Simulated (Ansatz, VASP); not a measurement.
# TiC: VASP beside Ansatz

Wanted: the spread between two codes on one cell, functional and k mesh. The structure shown is the end of the Ansatz relaxation below.

Program: Ansatz 0.2.0. Level of theory: plane waves, with VASP 6.6.1 beside it; single point at PBEsol. Results are calculated unless marked as measured.

## (1) The starting structure

It takes space group I4/mmm (No. 139, tetragonal). Conventional cell: a = 3.041 Å, b = 3.041 Å, c = 4.250 Å, α = 90.00°, β = 90.00°, γ = 90.00°. C has 6 Ti at 2.12 to 2.15 Å nearest. Nearest to Ti lie 6 C at 2.12 to 2.15 Å. Farther neighbours are not listed.

## (2) Ansatz: relaxation, PBEsol

Ansatz runs on its PAW soft_1 files.

This run makes the geometry at which the two programs are then compared.

input.yaml reads:

```yaml
crystal:
  lattice:
    - [0.0, 2.1464433182, 2.1249788851]
    - [2.1464433182, 0.0, 2.1249788851]
    - [2.1464433182, 2.1464433182, 0.0]
  atoms:
    - { symbol: C, position: [0.5, 0.5, 0.5] }
    - { symbol: Ti, position: [0.0, 0.0, 0.0] }
  conventional_axes: [[-1, 1, 1], [1, -1, 1], [1, 1, -1]]
kpoints:
  mp_grid: { grid: [16, 16, 16] }
hamiltonian:
  xc: pbesol
  pseudopotentials: { kind: paw, azcp: { folder: soft_1 }, xc_functional: pbe }
scf:
  occupations: { method: methfessel_paxton, width: 0.2 }
output:
  forces: true
  stress: true
  eigenvalues: true
relax:
  adjacent_minimum: "off"
  f_tol: 0.001
  max_steps: 60
  cell: { stress_tol: 0.01, fix: [c, angles] }
```

Started as:

```sh
$ ansatz run input.yaml --threads 4 --pin off --max-ram 10240MiB --backend cpu --events-out ev --progress --plain --runs-dir out
```

Numbers of over 12 decimals in the logs are rounded to 6 here.

The program printed:

```text
Engine: ansatz 0.2.0, x86_64-unknown-linux-gnu
Pseudopotentials: kind: paw
Pseudopotential: C, paw, valence charge 4, recommended cutoff 420 eV (normal), soft_1/C.paw.azcp
Pseudopotential: Ti, paw, valence charge 12, recommended cutoff 420 eV (normal), soft_1/Ti.paw.azcp
Functional definition: PBEsol
  exchange = pbesol_x
  correlation = pbesol_c
Crystal: 2 atoms, lattice volume = 19.580 Å³
Basis set: ecut = 420 eV, 363 PW (Γ), exchange–correlation on 48×48×48 points (8 copies of the dense FFT grid, shifted against one another)
Bands: 12, of which v1, the nominal top of the filled ones, is band 8 counted from 1 (7 counted from 0)
Symmetry: 16 space group operations
Space group: I4/mmm (ITA 139), of the structure as read, at distance tolerance 2.7e-5 Å
k-points: 349 of 4096
Non-local potential: C, projectors of the file, l = 0: 2, l = 1: 2, l = 2: 1
Non-local potential: Ti, projectors of the file, l = 0: 3, l = 1: 2, l = 2: 3, l = 3: 1
PAW form: soft (Blöchl's): semilocal exchange-correlation on the pseudo side does not see the compensation charge
PAW frozen core: C, regenerated for the run's functional, and the local potential with it (the file was generated under x = pbe(κ = 0.804, μ = 0.219515), c = pbe(β = 0.066725))
PAW frozen core: Ti, regenerated for the run's functional, and the local potential with it (the file was generated under x = pbe(κ = 0.804, μ = 0.219515), c = pbe(β = 0.066725))
PAW one-centre angular grid: C, 110 points (default); XC on 64 Gauss nodes
PAW one-centre angular grid: Ti, 590 points (default); XC on 64 Gauss nodes
Initial density: superposition of atomic densities (chi_scale 0.1, normalization cell, long waves kept (reshape's long-wave potential 0.00 eV rms))
Initial wavefunctions: pseudopotential atomic-orbital guess
Functional: x = pbesol(κ = 0.804, μ = 0.123457), c = pbesol(β = 0.046)
SCF iter   1: F=—  HF=-2723.419938 eV  |F-HF|=—  |Δ(HF+E_count)|=         —  Δρ=1.40e-1  dr2=4.91e0  ethr=3.10e-3  ⟨swp⟩=4.3  Hψ=19870  notcnv=0
preconditioner: auto → none  [metal: Δε(μ)=0.084 eV  Ē_g=20.448 eV  σ=0.200 eV  W_gap=0.34  n_scr=8 (ndim 8)  ℏωp=31.4 eV  f_vac=0.000  D(μ)=0.22/eV (n_scr^D=0)  sad-step TF]
SCF iter   2: F=—  HF=-2722.924809 eV  |F-HF|=—  |Δ(HF+E_count)|=   4.95e-1  S|Δr|=    0.00e0  Δρ=9.82e-2  dr2=2.48e0  ethr=3.10e-3  ⟨swp⟩=2.0  Hψ=8335  notcnv=0
SCF iter   3: F=—  HF=-2722.424031 eV  |F-HF|=—  |Δ(HF+E_count)|=   5.01e-1  S|Δr|=    0.00e0  Δρ=8.31e-3  dr2=7.53e-3  ethr=3.10e-3  ⟨swp⟩=2.8  Hψ=8444  notcnv=0
SCF iter   4: F=—  HF=-2722.421106 eV  |F-HF|=—  |Δ(HF+E_count)|=   2.93e-3  S|Δr|=    0.00e0  Δρ=1.41e-3  dr2=1.62e-4  ethr=4.71e-5  ⟨swp⟩=2.0  Hψ=9947  notcnv=0
SCF iter   5: F=—  HF=-2722.421264 eV  |F-HF|=—  |Δ(HF+E_count)|=   1.58e-4  S|Δr|=    0.00e0  Δρ=3.72e-4  dr2=1.91e-5  ethr=1.02e-6  ⟨swp⟩=2.0  Hψ=5589  notcnv=0
SCF iter   6: F=—  HF=-2722.421264 eV  |F-HF|=—  |Δ(HF+E_count)|=   5.94e-8  S|Δr|=    0.00e0  Δρ=3.78e-5  dr2=2.51e-7  ethr=1.19e-7  ⟨swp⟩=2.1  Hψ=6691  notcnv=0
SCF iter   7: F=-2722.421264 eV  HF=-2722.421264 eV  |F-HF|=6.95e-10  |Δ(HF+E_count)|=   6.55e-8  S|Δr|=    0.00e0  Δρ=2.65e-6  dr2=9.24e-10  ethr=6.25e-10  ⟨swp⟩=5.0  Hψ=18241  notcnv=0
SCF 1 converged in 7 iterations: F = -2722.421264 eV  dr2 = 9.24e-10
  greatest PAW one-centre occupation: 0.998 electrons in one spin orbital (limit 2), on the Ti atom at site 1 (counted from 0), in its partial waves of l = 0
relax step   1: F+E_penalty+E_count = -2722.42126361 eV  Δ(F+E_penalty+E_count) = +0.000e0 eV  max|allowed force component| = 1.459e-29 eV/Å  Δτ_max = 0.0000 Å  P = +2.793 GPa  Ω = 19.580 Å³  fix = [c, alpha, beta, gamma]  reactions: c +5.830 GPa  (7 SCF iters, dr2 threshold 1.00e-7 eV, accepted)
[...]
relax step   2: F+E_penalty+E_count = -2722.42145875 eV  Δ(F+E_penalty+E_count) = -1.951e-4 eV  max|allowed force component| = 4.536e-30 eV/Å  Δτ_max = 0.0000 Å  P = +2.052 GPa  Ω = 19.634 Å³  energy of the carried Pulay correction = -7.280e-5 eV  fix = [c, alpha, beta, gamma]  reactions: c +5.471 GPa  (3 SCF iters, dr2 threshold 2.00e-7 eV, accepted)
[...]
relax step   3: F+E_penalty+E_count = -2722.42145317 eV  Δ(F+E_penalty+E_count) = +5.588e-6 eV  max|allowed force component| = 1.972e-31 eV/Å  Δτ_max = 0.0000 Å  P = +1.781 GPa  Ω = 19.653 Å³  energy of the carried Pulay correction = -9.964e-5 eV  fix = [c, alpha, beta, gamma]  reactions: c +5.338 GPa  (3 SCF iters, dr2 threshold 2.00e-7 eV, accepted)
[...]
relax step   4: F+E_penalty+E_count = -2722.42154710 eV  Δ(F+E_penalty+E_count) = -9.394e-5 eV  max|allowed force component| = 6.903e-31 eV/Å  Δτ_max = 0.0000 Å  P = +1.786 GPa  Ω = 19.653 Å³  fix = [c, alpha, beta, gamma]  reactions: c +5.339 GPa  stress off target by 9.97e-3 GPa on what of the cell is left free  SCF on the basis re-selected at this cell (its energy is not comparable with the rows above)  (5 SCF iters)
basis re-selected at this cell: Δ(F+E_penalty+E_count) = -9.394e-5 eV, ΔP = +0.005 GPa vs the last step (what re-selecting the basis moved, of the pressure what is left beyond the Pulay correction that the steps carried, after the strain that the cell walked since its last selection, with what the two solves' SCF thresholds leave and, on support functions, any second-order correction that the steps lacked; it is no m [...]
SCF converged after 5 iterations
Stability not checked: this state was not tested for a lower state beside it, because cold or Methfessel-Paxton smearing, or corrected tetrahedra, fill the levels in a way that the test cannot read (fill_not_monotonic; see scf.lower_state_search)
Free energy (F): -2722.421547 eV
Harris-Foulkes:  -2722.421547 eV  (|F-HF|=4.55e-13)
Internal energy: -2722.421264 eV  (E = F + TS)
E sigma→0 (E₀):  -2722.421476 eV
Entropy (-TS):   -0.000283 eV (-0.142 meV/atom)
Fermi energy:    15.080558 eV
--- Per-component energies (eV) ---
  E_band       = -103.029424
  E_kinetic    = 367.616541
  E_local      = -809.698233  (includes V_loc(G=0)·N_el)
  E_nonlocal   = 84.585825
  E_hartree    = 319.752472
  E_xc         = -163.876791
  E_vxc        = -205.379787  (∫ρ·V_xc dr)
  E_paw        = -1112.259009  (= ΣΔE_a)
  E_vpaw       = -179.658660  (= ΣTr[D̂ρ^β])
  E_aug_tail   = -0.000064  (compensation charges beyond the density's cutoff)
  E_ewald      = -1408.702488
  E_core_change = 0.160485  (= ΣΔE_core)
  E_smearing   = -0.000283  (= −TS)
  E_closure    = -0.000000  (closes the sum)
  Σ components = -2722.421547   (vs F -2722.421547, Δ=0.00e0)
--- Forces (eV/Å), atoms counted from 1 ---
  atom   1  C      0.00000000    -0.00000000     0.00000000
  atom   2  Ti     0.00000000     0.00000000    -0.00000000
  max |Σ_I F_I| component: 5.92e-31 eV/Å
--- Stress (GPa, compression-positive) ---
        0.009966      -0.000000       0.000000
       -0.000000       0.009966      -0.000000
        0.000000      -0.000000       5.339349
  P = ⅓ Tr σ = 1.7864 GPa (17.864 kbar)
--- Band table (eV; the first three rows and the last of 349) ---
  k-point 0: bands = [... 4 lower, 2.5662, 15.7361, 15.7361, 15.8297, 16.8199, 16.8199, 16.8518, 16.8718]
  k-point 1: bands = [... 4 lower, 2.6593, 15.3128, 15.5362, 15.6079, 16.1327, 16.1684, 17.0837, 17.8768]
  k-point 2: bands = [... 4 lower, 2.9323, 14.4178, 14.7623, 14.8187, 16.2040, 16.2353, 17.4292, 18.9784]
  k-point 348: bands = [... 4 lower, 4.8997, 11.7105, 13.2993, 15.0301, 15.0301, 17.9683, 18.7973, 18.7973]
--- Relaxed structure (3 steps of the walk, 3 accepted, 1 SCFs on fresh bases) ---
  F+E_penalty+E_count = -2722.42154710 eV   max|allowed force component| = 6.903e-31 eV/Å   (the final SCF, on the basis selected at the relaxed cell)
  cell:  # Å, volume = 19.6534 Å³
    - [0, 2.150434, 2.1249788851]
    - [2.150434, 0, 2.1249788851]
    - [2.150434, 2.150434, 0]
  atoms:
    - { symbol: C, position: [0.5, 0.5, 0.5] }
    - { symbol: Ti, position: [0, 0, 0] }
```

## (3) VASP: single point, PBEsol, pair 1

The same cell, functional, mesh and smearing now go to VASP, with its own data sets.

Lines of VASP's logs that name or quote its potential files are left out, and so is its time.

INCAR reads:

```
SYSTEM = TiC
PREC = Accurate
ENCUT = 600
EDIFF = 1E-06
NELM = 120
ISMEAR = 1
SIGMA = 0.2
LREAL = .FALSE.
ALGO = Normal
GGA = PS
NBANDS = 14
LASPH = .TRUE.
LORBIT = 11
LWAVE = .FALSE.
LCHARG = .FALSE.
ISIF = 2
GGA_COMPAT = .FALSE.
KPAR = 2
```

POSCAR reads:

```
TiC
1.0
    0.0000000000      2.1504344414      2.1249788851
    2.1504344414      0.0000000000      2.1249788851
    2.1504344414      2.1504344414      0.0000000000
C Ti
1 1
Direct
    0.5000000000      0.5000000000      0.5000000000
    0.0000000000      0.0000000000      0.0000000000
```

KPOINTS reads:

```
Automatic mesh
0
Gamma
16 16 16
0 0 0
```

PAW data sets: C and Ti_sv (PBE family, release 64).

Started as:

```sh
$ mpirun -np 2 vasp_std
```

The program printed:

```text
[banner, memory and clock lines left out]
running    2 mpi-ranks, on    1 nodes
 distrk:  each k-point on    1 cores,    2 groups
 distr:  one band on    1 cores,    1 groups

 POSCAR found type information on POSCAR C Ti
 POSCAR found :  2 types and       2 ions
|                                                                             |
|               ----> ADVICE to this user running VASP <----                  |
|                                                                             |
|     You enforced a specific xc type in the INCAR file but a different       |
|     [... a line on the potential file left out ...]
|     I HOPE YOU KNOW WHAT YOU ARE DOING!                                     |
|                                                                             |

 LDA part: xc-table for (Slater+PW92), standard interpolation
 POSCAR, INCAR and KPOINTS ok, starting setup
 FFT: planning ... GRIDC
 FFT: planning ... GRID_SOFT
 FFT: planning ... GRID
 WAVECAR not read
 entering main loop
       N       E                     dE             d eps       ncg     rms          rms(c)
DAV:   1     0.125661302314E+03    0.12566E+03   -0.88572E+03  9792   0.152E+03
DAV:   2    -0.163719844606E+02   -0.14203E+03   -0.13368E+03 10306   0.370E+02
DAV:   3    -0.247794846094E+02   -0.84075E+01   -0.81995E+01 12984   0.866E+01
DAV:   4    -0.251295773206E+02   -0.35009E+00   -0.34975E+00 12102   0.160E+01
DAV:   5    -0.251390681484E+02   -0.94908E-02   -0.94900E-02 13268   0.227E+00    0.191E+01
DAV:   6    -0.203377091348E+02    0.48014E+01   -0.12453E+01 14016   0.603E+01    0.661E+00
DAV:   7    -0.198376506582E+02    0.50006E+00   -0.19786E+00 11884   0.211E+01    0.534E+00
DAV:   8    -0.198044100250E+02    0.33241E-01   -0.11464E-01 11090   0.431E+00    0.303E+00
DAV:   9    -0.198019985730E+02    0.24115E-02   -0.95102E-02 11982   0.365E+00    0.823E-01
DAV:  10    -0.198004459064E+02    0.15527E-02   -0.96158E-03 13578   0.137E+00    0.685E-01
DAV:  11    -0.197985399234E+02    0.19060E-02   -0.51864E-03 10492   0.108E+00    0.112E-01
DAV:  12    -0.197985316878E+02    0.82356E-05   -0.34734E-04 11236   0.232E-01    0.329E-02
DAV:  13    -0.197985238080E+02    0.78798E-05   -0.12885E-05 13784   0.374E-02    0.560E-03
DAV:  14    -0.197985232478E+02    0.56014E-06   -0.22622E-07  7120   0.757E-03
   1 F= -.19798523E+02 E0= -.19798431E+02  d E =-.278193E-03
```

OUTCAR, selected parts (step 3):

```text
ion  position               nearest neighbor table
   1  0.500  0.500  0.500-   2 2.12   2 2.12   2 2.15   2 2.15   2 2.15   2 2.15
   2  0.000  0.000  0.000-   1 2.12   1 2.12   1 2.15   1 2.15   1 2.15   1 2.15

  LATTYP: Found a body centered tetragonal cell.
 ALAT       =     3.0411735520
 C/A-ratio  =     1.3974729484

 Subroutine GETGRP returns: Found 16 space group operations
 (whereof 16 operations were pure point group operations)

The static configuration has the point symmetry D_4h.

 Found    349 irreducible k-points:

   k-points           NKPTS =    349   k-points in BZ     NKDIM =    349   number of bands    NBANDS=     14

   dimension x,y,z NGX =    24 NGY =   24 NGZ =   24
   dimension x,y,z NGXF=    48 NGYF=   48 NGZF=   48

   ENCUT  =  600.0 eV  44.10 Ry    6.64 a.u.   6.04  6.04  6.07*2*pi/ulx,y,z

   NELECT =      16.0000    total number of electrons

 k-points in reciprocal lattice and weights: Automatic mesh
   0.00000000  0.00000000  0.00000000       0.000
   0.06250000  0.00000000  0.00000000       0.002
   0.12500000  0.00000000  0.00000000       0.002
   0.18750000  0.00000000  0.00000000       0.002
   0.25000000  0.00000000  0.00000000       0.002
   0.31250000 -0.00000000  0.00000000       0.002
   0.37500000  0.00000000  0.00000000       0.002
   0.43750000 -0.00000000  0.00000000       0.002
   0.50000000  0.00000000  0.00000000       0.001
[...]
-0.31250000  0.18750000  0.50000000       0.001
  -0.25000000  0.25000000  0.50000000       0.000

 average (electrostatic) potential at core
       1 -44.2069       2 -70.4588

 E-fermi :   9.6871

 k-point     1 :       0.0000    0.0000    0.0000
  band No.  band energies     occupation
      1     -46.5381      2.00000
      2     -22.6514      2.00000
      3     -22.6514      2.00000
      4     -22.6373      2.00000
      5      -2.8261      2.00000
      6      10.3392     -0.00004
      7      10.3392     -0.00004
      8      10.4319     -0.00000
      9      11.4249     -0.00000
     10      11.4249     -0.00000
    ...

 k-point     2 :       0.0625    0.0000    0.0000
  band No.  band energies     occupation
      1     -46.5348      2.00000
      2     -22.6709      2.00000
      3     -22.6536      2.00000
      4     -22.6424      2.00000
      5      -2.7331      2.00000
      6       9.9175     -0.06913
      7      10.1398     -0.00624
      8      10.2112     -0.00133
      9      10.7331     -0.00000
     10      10.7690     -0.00000
    ...

 k-point     3 :       0.1250    0.0000    0.0000
  band No.  band energies     occupation
    ...
      4     -22.6489      2.00000
      5      -2.4602      2.00000
      6       9.0247      2.00003
      7       9.3675      2.04631
      8       9.4240      2.06867
      9      10.8045     -0.00000
     10      10.8357     -0.00000
     11      12.0298     -0.00000
     12      13.5754     -0.00000
     13      13.6687     -0.00000
    ...

  Total        0.0268157      0.0268157      0.6832363      0.0000000      0.0000000     -0.0000000
  in kB        2.1860607      2.1860607     55.6986264      0.0000000      0.0000000     -0.0000000
  external PRESSURE =      20.0235826 kB  Pullay stress =       0.0000000 kB

  energy-cutoff  :      600.00
  volume of cell :       19.65
      direct lattice vectors                 reciprocal lattice vectors
     0.000000000  2.150434441  2.124978885    -0.232511157  0.232511157  0.235296456
     2.150434441  0.000000000  2.124978885     0.232511157 -0.232511157  0.235296456
     2.150434441  2.150434441  0.000000000     0.232511157  0.232511157 -0.235296456

 POSITION                                       TOTAL-FORCE (eV/Angst)
 -----------------------------------------------------------------------------------
      2.15043      2.15043      2.12498         0.000000     -0.000000      0.000000
      0.00000      0.00000      0.00000        -0.000000      0.000000     -0.000000
 -----------------------------------------------------------------------------------
    total drift:                                0.000000     -0.000000     -0.000000

  FREE ENERGIE OF THE ION-ELECTRON SYSTEM (eV)
  ---------------------------------------------------
  free  energy   TOTEN  =       -19.7985232478 eV

  energy  without entropy=      -19.7982450545  energy(sigma->0) =      -19.79843052

 total charge
# of ion       s       p       d       tot
------------------------------------------
    1        0.892   1.510   0.000   2.403
    2        2.208   6.268   2.005  10.480
--------------------------------------------------
tot          3.101   7.778   2.005  12.883

[... 3 further parts left out ...]
```

The run ends at a pressure of 2.00 GPa.

## (4) Comparison

Known differences besides the potentials themselves: the cutoff is 420 eV in Ansatz and 600 eV in VASP; Ansatz makes its cores anew for this functional, VASP keeps those of its PBE data sets; Ansatz's pressure holds a Pulay correction, VASP's none. Total energies have different zeros and are not compared.

The two programs side by side:

```csv
quantity,Ansatz,VASP,difference
pressure (GPa),1.79,2.00,-0.22
```

## (5) Ansatz: relaxation, PBEsol

This run makes the geometry at which the two programs are then compared. The cell compared in this pair holds 19.90 Å³, against 19.65 Å³ for the pair before.

The structure compared here is the end of the Ansatz relaxation.

input.yaml, as its differences from that of step 2:

```diff
@@ -2,4 +2,4 @@
   lattice:
-    - [0.0, 2.1464433182, 2.1249788851]
-    - [2.1464433182, 0.0, 2.1249788851]
+    - [0.0, 2.1464433182, 2.1679077514]
+    - [2.1464433182, 0.0, 2.1679077514]
     - [2.1464433182, 2.1464433182, 0.0]
```

Started as:

```sh
$ ansatz run input.yaml --threads 4 --pin off --max-ram 10240MiB --backend cpu --events-out ev --progress --plain --runs-dir out
```

The program printed:

```text
[...]
Crystal: 2 atoms, lattice volume = 19.976 Å³
Basis set: ecut = 420 eV, 395 PW (Γ), exchange–correlation on 48×48×48 points (8 copies of the dense FFT grid, shifted against one another)
Bands: 12, of which v1, the nominal top of the filled ones, is band 8 counted from 1 (7 counted from 0)
Symmetry: 16 space group operations
[...]
k-points: 349 of 4096
[...]
k-point 348: bands = [... 4 lower, 4.7013, 11.3206, 13.1458, 14.9198, 14.9198, 17.6917, 18.5024, 18.5024]
--- Relaxed structure (3 steps of the walk, 3 accepted, 1 SCFs on fresh bases) ---
[...]
cell:  # Å, volume = 19.9035 Å³
    - [0.0, 2.142544, 2.1679077514]
    - [2.142544, 0, 2.1679077514]
    - [2.142544, 2.142544, 0]
  atoms:
    - { symbol: C, position: [0.500000, 0.500000, 0.500000] }
    - { symbol: Ti, position: [0, 0, 0] }
[key lines of the parts left out:]
SCF converged after 5 iterations
Free energy (F): -2722.421786 eV
Fermi energy:    14.859381 eV
P = ⅓ Tr σ = -1.6004 GPa (-16.004 kbar)
```

## (6) VASP: single point, PBEsol, pair 2

The same cell, functional, mesh and smearing now go to VASP, with its own data sets.

INCAR is that of step 3.

POSCAR reads:

```
TiC
1.0
    0.0000000000      2.1425440850      2.1679077514
    2.1425440850      0.0000000000      2.1679077514
    2.1425440850      2.1425440850      0.0000000000
C Ti
1 1
Direct
    0.5000000000      0.5000000000      0.5000000000
    0.0000000000      0.0000000000      0.0000000000
```

KPOINTS is that of step 3.

Started as:

```sh
$ mpirun -np 2 vasp_std
```

The program printed:

```text
[banner, memory and clock lines left out]
running    2 mpi-ranks, on    1 nodes
[...]
[... a notice as in an earlier step ...]

 LDA part: xc-table for (Slater+PW92), standard interpolation
 POSCAR, INCAR and KPOINTS ok, starting setup
[...]
entering main loop
       N       E                     dE             d eps       ncg     rms          rms(c)
DAV:   1     0.126783899251E+03    0.12678E+03   -0.88826E+03  9788   0.152E+03
DAV:   2    -0.163130762515E+02   -0.14310E+03   -0.13481E+03 10258   0.371E+02
DAV:   3    -0.248116619787E+02   -0.84986E+01   -0.82926E+01 13186   0.871E+01
DAV:   4    -0.251655251127E+02   -0.35386E+00   -0.35353E+00 12208   0.159E+01
[...]
DAV:  12    -0.197994338797E+02    0.12095E-04   -0.35758E-04 11242   0.211E-01    0.461E-02
DAV:  13    -0.197994238694E+02    0.10010E-04   -0.18312E-05 11940   0.342E-02    0.598E-03
DAV:  14    -0.197994232854E+02    0.58394E-06   -0.69304E-07  8318   0.111E-02
   1 F= -.19799423E+02 E0= -.19799323E+02  d E =-.300407E-03
```

(Continued in part 2 of 2.)

[Lines on the potential files, build, host, timing and source positions are cut from VASP's logs without a mark.]

[Logs are printed without paths, hosts, clocks, repeated set-up lines and the standing remarks that a program may print on its own settings, such as how far it seeks lower states.]

[Hosts, paths, dates, database ids (printed as entryN), source tags and the programs' standing remarks are cut or masked in the printed files.]
